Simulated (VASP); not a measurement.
# ZnCrCu2S4 (I-4) in VASP: single point with r2SCAN

Aim: the single point of ZnCrCu2S4 with r2SCAN.

Program: VASP 6.6.1. These are calculated values, not measurements. Logs are shortened: lines on timing, memory, paths and dates and some standing lists are left out, and cuts for length are marked.

## Step 1: The crystal as given

The structure is tetragonal, space group I-4 (No. 82). The conventional cell has a = 5.213 Å, b = 5.213 Å, c = 10.407 Å, α = 90.00°, β = 90.00°, γ = 90.00°. Cu (site symmetry -4) has 4 S at 2.24 Å as nearest neighbours. Around Cu (site symmetry -4) lie 4 S at 2.24 Å. Around Zn (site symmetry -4) lie 4 S at 2.24 Å. Cr (site symmetry -4) has 4 S at 2.31 Å as nearest neighbours. Around S (site symmetry 1) lie 1 Zn at 2.24 Å and 2 Cu at 2.24 Å and 1 Cr at 2.31 Å.

The cell was built by a generator and needn't be a form met in nature.

## Step 2: Single point, r2SCAN

The input, POSCAR:

```
ZnCrCu2S4
1.0
    0.0000000000      5.2126183500      0.0000000000
    5.2126183500      0.0000000000      0.0000000000
    2.6063096700      2.6063096700     -5.2036018800
Cu Zn Cr S
2 1 1 4
Direct
    0.0000000000      0.0000000000      0.0000000000
    0.7500000000      0.2500000000      0.5000000000
    0.2500000000      0.7500000000      0.5000000000
    0.5000000000      0.5000000000      0.0000000000
    0.3716100000      0.8844100000      0.7435800000
    0.1155900000      0.1151900000      0.2564200000
    0.8848100000      0.3720100000      0.7435800000
    0.6279900000      0.6283900000      0.2564200000
```

The input, INCAR.step1:

```
SYSTEM = ZnCrCu2S4
PREC = Accurate
ENCUT = 520
ISMEAR = -5
SIGMA = 0.0416
LREAL = .False.
LASPH = .True.
NELM = 100
LMAXMIX = 4
NBANDS = 45
GGA = PE
ALGO = Normal
EDIFF = 1E-4
LWAVE = .True.
LCHARG = .False.
```

The input, INCAR.step2:

```
SYSTEM = ZnCrCu2S4
PREC = Accurate
ENCUT = 520
EDIFF = 1E-6
ISMEAR = -1
SIGMA = 0.0416
LREAL = .False.
LASPH = .True.
NELM = 100
ALGO = Normal
ISIF = 2
LWAVE = .False.
LCHARG = .False.
LMAXMIX = 4
METAGGA = R2SCAN
LMIXTAU = .True.
LORBIT = 11
NBANDS = 45
ISTART = 1
```

The input, KPOINTS:

```
Automatic mesh
0
Gamma
  4 4 4
  0 0 0
```

Potentials or basis: VASP PAW PBE potentials, release 64 (Cu, Zn, Cr_pv, S).

Started as:

```sh
cat potpaw_PBE.64/Cu/POTCAR potpaw_PBE.64/Zn/POTCAR potpaw_PBE.64/Cr_pv/POTCAR potpaw_PBE.64/S/POTCAR > POTCAR
cp INCAR.step1 INCAR
mpirun -np 1 vasp_std > vasp.out
cp INCAR.step2 INCAR
mpirun -np 1 vasp_std > vasp.out
```

OUTCAR:

```text
SYSTEM = ZnCrCu2S4
   PREC = Accurate
   ENCUT = 520
   EDIFF = 1E-6
   ISMEAR = -1
   LREAL = .False.
   LASPH = .True.
   NELM = 100
   ISIF = 2
   METAGGA = R2SCAN
   LORBIT = 11
   ISTART = 1

 ion  position               nearest neighbor table
   1  0.000  0.000  0.000-   8 2.24   7 2.24   5 2.24   6 2.24
   2  0.750  0.250  0.500-   5 2.24   8 2.24   6 2.24   7 2.24
   3  0.250  0.750  0.500-   7 2.24   8 2.24   6 2.24   5 2.24
   4  0.500  0.500  0.000-   6 2.31   7 2.31   5 2.31   8 2.31
   5  0.372  0.884  0.744-   3 2.24   1 2.24   2 2.24   4 2.31
   6  0.116  0.115  0.256-   3 2.24   1 2.24   2 2.24   4 2.31
   7  0.885  0.372  0.744-   3 2.24   1 2.24   2 2.24   4 2.31
   8  0.628  0.628  0.256-   3 2.24   1 2.24   2 2.24   4 2.31

  LATTYP: Found a body centered tetragonal cell.
 ALAT       =     5.2126183500
 C/A-ratio  =     1.9965405217

  Lattice vectors:

 A1 = (  -2.6063096700,   2.6063086800,   5.2036018800)
 A2 = (   2.6063086800,  -2.6063096700,   5.2036018800)
 A3 = (   2.6063096700,   2.6063096700,  -5.2036018800)

Analysis of symmetry for initial positions (statically):
=====================================================================
 Subroutine PRICEL returns:
 Original cell was already a primitive cell.

 Routine SETGRP: Setting up the symmetry group for a
 body centered tetragonal supercell.

 Subroutine GETGRP returns: Found  4 space group operations
 (whereof  4 operations were pure point group operations)
 out of a pool of 16 trial point group operations.

The static configuration has the point symmetry S_4 .

Analysis of symmetry for dynamics (positions and initial velocities):
=====================================================================
 Subroutine PRICEL returns:
 Original cell was already a primitive cell.

 Routine SETGRP: Setting up the symmetry group for a
 body centered tetragonal supercell.

 Subroutine GETGRP returns: Found  4 space group operations
 (whereof  4 operations were pure point group operations)
 out of a pool of 16 trial point group operations.

The dynamic configuration has the point symmetry S_4 .

 Subroutine INISYM returns: Found  4 space group operations
 (whereof  4 operations are pure point group operations),
 and found     1 'primitive' translations

----------------------------------------------------------------------------------------

                                     Primitive cell

  volume of cell :     141.3891
[... 108 lines left out ...]
   IMIX   =      4    mixing-type and parameters
     AMIX     =   0.40;   BMIX     =  1.00
     AMIX_MAG =   1.60;   BMIX_MAG =  1.00
  volume/ion in A,a.u.               =      17.67       119.27
  Fermi-wavevector in a.u.,A,eV,Ry     =   1.295097  2.447378 22.820719  1.677276
  Thomas-Fermi vector in A             =   2.426638
   LORBIT       =     11    0 simple, 1 ext, 2 COOP (PROOUT), +10 PAW based schemes
   METAGGA = R2SCAN    functional components
   LHFCALC =     F    Hartree Fock is set to
   AEXX    =    0.0000 exact exchange contribution
   IVDW    =     0    specifies the selected vdW correction
   LEPSILON=     F    determine dielectric tensor
   LRPA    =     F    only Hartree local field effects (RPA)
 non-spin polarized calculation
  energy-cutoff  :      520.00
  volume of cell :      141.39
 maximum number of plane-waves:      3838
 NGX is ok and might be reduce to    40

 number of electron      70.0000011 magnetization

 Free energy of the ion-electron system (eV)
  ---------------------------------------------------
  ext. energy  EPLUGINS =         0.00000000
  ---------------------------------------------------
  free energy    TOTEN  =       -81.07947567 eV

  energy without entropy =      -81.03333677  energy(sigma->0) =      -81.05640622

 E-fermi :   4.8104     XC(G=0): -10.8797

 val. band max:        4.8043941311   @ k =  -0.2500   0.5000   0.0000
 cond. band min:       4.8223591262   @ k =   0.5000   0.5000   0.2500
 fundamental gap:      0.0179649952
 Fermi energy:         4.8103797514

 k-point     1 :       0.0000    0.0000    0.0000
  band No.  band energies     occupation
      1     -40.2024      2.00000
      2     -40.1622      2.00000
      3     -40.1622      2.00000
      4     -10.2640      2.00000
      5      -8.8010      2.00000
      6      -8.7966      2.00000
[... 661 lines left out ...]
     44       9.6580      0.00000
     45      10.0178      0.00000

------------------------ aborting loop because EDIFF is reached ----------------------------------------

  FORCE on cell =-STRESS in cart. coord.  units (eV):
  Direction    XX          YY          ZZ          XY          YZ          ZX
  --------------------------------------------------------------------------------------
  -------------------------------------------------------------------------------------
  Total        0.3225419      0.3225419      0.0670944     -0.0000241     -0.0000000     -0.0000000
  in kB        3.6549449      3.6549449      0.7602934     -0.0002736     -0.0000001     -0.0000001
  external PRESSURE =       2.6900611 kB  Pullay stress =       0.0000000 kB

 VOLUME and BASIS-vectors are now :
 -----------------------------------------------------------------------------
  energy-cutoff  :      520.00
  volume of cell :      141.39
      direct lattice vectors                 reciprocal lattice vectors
     0.000000000  5.212618350  0.000000000     0.000000000  0.191842167  0.096087308
     5.212618350  0.000000000  0.000000000     0.191842167  0.000000000  0.096087308
     2.606309670  2.606309670 -5.203601880     0.000000000  0.000000000 -0.192174579

 POSITION                                       TOTAL-FORCE (eV/Angst)
 -----------------------------------------------------------------------------------
      0.00000      0.00000      0.00000         0.000000     -0.000000      0.000000
      2.60631      5.21262     -2.60180         0.000000     -0.000000      0.000000
      5.21262      2.60631     -2.60180         0.000000     -0.000000      0.000000
      2.60631      2.60631      0.00000         0.000000     -0.000000      0.000000
      6.54809      3.87506     -3.86929        -0.664206      1.274339     -1.223310
      1.26875      1.27084     -1.33431         1.274339      0.664206      1.223310
      3.87715      6.55018     -3.86929         0.664207     -1.274339     -1.223310
      3.94387      3.94178     -1.33431        -1.274339     -0.664207      1.223310
 -----------------------------------------------------------------------------------
    total drift:                                0.000461      0.000015     -0.000419

  FREE ENERGIE OF THE ION-ELECTRON SYSTEM (eV)
  ---------------------------------------------------
  free  energy   TOTEN  =       -81.0794756694 eV

  energy  without entropy=      -81.0333367737  energy(sigma->0) =      -81.05640622

 total charge

# of ion       s       p       d       tot
------------------------------------------
    1        0.423   0.460   9.216  10.099
    2        0.419   0.460   9.220  10.099
    3        0.562   0.596   9.824  10.981
    4        0.491   6.230   4.083  10.804
    5        1.310   2.442   0.000   3.752
    6        1.310   2.442   0.000   3.752
    7        1.310   2.442   0.000   3.752
    8        1.310   2.442   0.000   3.752
--------------------------------------------------
tot          7.135  17.511  32.344  56.990
```

OSZICAR.step1:

```text
N       E                     dE             d eps       ncg     rms          rms(c)
DAV:   1     0.699779030077E+03    0.69978E+03   -0.32407E+04  1268   0.189E+03
DAV:   2     0.607312768917E+02   -0.63905E+03   -0.61753E+03  1265   0.464E+02
DAV:   3    -0.354670963965E+02   -0.96198E+02   -0.92152E+02  1569   0.184E+02
DAV:   4    -0.427488569041E+02   -0.72818E+01   -0.72264E+01  1856   0.511E+01
DAV:   5    -0.430064169453E+02   -0.25756E+00   -0.25720E+00  1808   0.923E+00    0.223E+01
DAV:   6    -0.496161088743E+02   -0.66097E+01   -0.86737E+01  1904   0.115E+02    0.443E+01
DAV:   7    -0.398571793200E+02    0.97589E+01   -0.49077E+01  1561   0.106E+02    0.166E+01
DAV:   8    -0.371524396075E+02    0.27047E+01   -0.10601E+01  1840   0.736E+01    0.868E+00
DAV:   9    -0.372623005528E+02   -0.10986E+00   -0.28467E+00  1728   0.106E+01    0.350E+00
DAV:  10    -0.372221364860E+02    0.40164E-01   -0.63365E-01  1976   0.185E+01    0.248E+00
DAV:  11    -0.371990761625E+02    0.23060E-01   -0.27628E-01  1960   0.141E+01    0.126E+00
DAV:  12    -0.371979438958E+02    0.11323E-02   -0.64821E-02  1960   0.695E+00    0.741E-01
DAV:  13    -0.371954768904E+02    0.24670E-02   -0.24807E-02  1976   0.281E+00    0.362E-01
DAV:  14    -0.371953370517E+02    0.13984E-03   -0.20517E-03  1896   0.609E-01    0.264E-01
DAV:  15    -0.371949376315E+02    0.39942E-03   -0.12047E-03  1472   0.632E-01    0.143E-01
DAV:  16    -0.371949935990E+02   -0.55968E-04   -0.36073E-04  1107   0.121E-01
   1 F= -.37194994E+02 E0= -.37194994E+02  d E =0.000000E+00
```

Run time: 5.3 min. Hardware: 1 thread of Intel Xeon Platinum 8488C (Sapphire Rapids), shared host; peak memory 0.34 GiB.

Results:

* Free energy: -81.0795 eV
* Pressure: 0.3 GPa
* Largest force: 1.887 eV/Å
* Band gap on the k mesh: none (metal or under the smearing width)
* Valence electrons inside the program's atomic spheres: Cu 10.10; Zn 10.98; Cr 10.80; S 3.75

Forces in eV/Å, atoms in the order of the input:
```
Cu   0.000  0.000  0.000
Cu   0.000  0.000  0.000
Zn   0.000  0.000  0.000
Cr   0.000  0.000  0.000
S   -0.664  1.274 -1.223
S    1.274  0.664  1.223
S    0.664 -1.274 -1.223
S   -1.274 -0.664  1.223
```

Levels at points of the mesh, in eV from the Fermi level:
```
           k point  band 31  band 32  band 33  band 34  band 35  band 36  band 37  band 38  band 39  band 40
(0.00, 0.00, 0.00)    -2.15    -1.02    -1.02    -0.91    -0.47     0.07     1.35     1.66     1.66     3.00
(0.50, 0.00, 0.00)    -1.76    -1.34    -1.08    -1.00    -0.04     0.38     0.63     0.91     1.19     3.13
(0.50, 0.50, 0.00)    -1.37    -1.20    -0.71    -0.49    -0.14     0.28     1.01     1.21     1.32     3.11
(0.00, 0.00, 0.50)    -1.52    -1.36    -0.96    -0.96    -0.54    -0.21     0.88     0.88     1.04     3.11
```

Caveat: the PAW data sets were made with another functional, which shifts forces and pressure a little; the run has no spin polarisation, though such a crystal can be magnetic. Spin polarisation is off, so any magnetic state and its effect on volume and gap are missing.
